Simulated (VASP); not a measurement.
Level of theory: r2SCAN meta-GGA, VASP's PBE PAW potentials (set 64) (plane waves; VASP 6.6.1).

VASP ran on this input.

**KPOINTS_OPT**
```
k-points along high-symmetry lines
6
Line-mode
Reciprocal
  0.000000   0.000000   0.000000 ! GAMMA
  0.000000   0.500000   0.000000 ! X

  0.000000   0.500000   0.000000 ! X
  0.500000   0.500000   0.000000 ! M

  0.500000   0.500000   0.000000 ! M
  0.000000   0.000000   0.000000 ! GAMMA

  0.000000   0.000000   0.000000 ! GAMMA
  0.000000   0.000000   0.500000 ! Z

  0.000000   0.000000   0.500000 ! Z
  0.000000   0.500000   0.500000 ! R

  0.000000   0.500000   0.500000 ! R
  0.500000   0.500000   0.500000 ! A

  0.500000   0.500000   0.500000 ! A
  0.000000   0.000000   0.500000 ! Z

  0.000000   0.500000   0.000000 ! X
  0.000000   0.500000   0.500000 ! R

  0.500000   0.500000   0.000000 ! M
  0.500000   0.500000   0.500000 ! A
```

POSCAR:
```
AlInSb2
1
    4.5105957026     0.0000000000     0.0000000000
    0.0000000000     4.5105957026     0.0000000000
   -0.0000000000     0.0000000000     6.3289825215
Al In Sb
1 1 2
Direct
  0.0000000000   0.0000000000   0.0000000000
  0.5000000000   0.5000000000   0.5000000000
  0.0000000000   0.5000000000   0.2332186917
  0.5000000000   0.0000000000   0.7667813083
```

### INCAR
```
SYSTEM = AlInSb2
PREC = Accurate
ENCUT = 400
EDIFF = 1E-7
NELM = 100
ALGO = Normal
LREAL = .FALSE.
LASPH = .TRUE.
ISMEAR = -5
METAGGA = R2SCAN
LMIXTAU = .TRUE.
LMAXMIX = 4
LWAVE = .FALSE.
LCHARG = .FALSE.
LORBIT = 11
NEDOS = 601
ISIF = 2
LEFG = .TRUE.
```

### KPOINTS
```
Automatic mesh
0
gamma
  6 6 4
0 0 0
```

POTCAR, in this order: Al In_d Sb (PBE.64 set). Program: vasp_std.

Unless said otherwise, spin-orbit coupling is left out, though it shifts the bands of the heavy elements here.

Question: What does the run give for the energy per atom (σ→0), band gap (over mesh and band path)?

Answer: 
The energy per atom (σ→0) comes out as -20417 meV/atom and the band gap (over mesh and band path) is 0.95 eV.

**OSZICAR**
```
...
DAV:  25    -0.816675542583E+02    0.60112E-06   -0.82599E-07  1133   0.638E-03    0.455E-03
DAV:  26    -0.816675550618E+02   -0.80350E-06   -0.63480E-07  1237   0.848E-03    0.823E-03
DAV:  27    -0.816675557329E+02   -0.67112E-06   -0.19716E-07   814   0.446E-03    0.609E-03
DAV:  28    -0.816675560851E+02   -0.35218E-06   -0.23069E-07   878   0.343E-03    0.175E-03
DAV:  29    -0.816675561025E+02   -0.17434E-07   -0.45506E-08   533   0.245E-03
   1 F= -.81667556E+02 E0= -.81667556E+02  d E =0.000000E+00
       N       E                     dE             ncg
       N       E                     dE             ncg
```

The structure comes from a computed database's AlInSb2 entry (P-4m2); how it stands against other phases isn't given here. It was relaxed first.
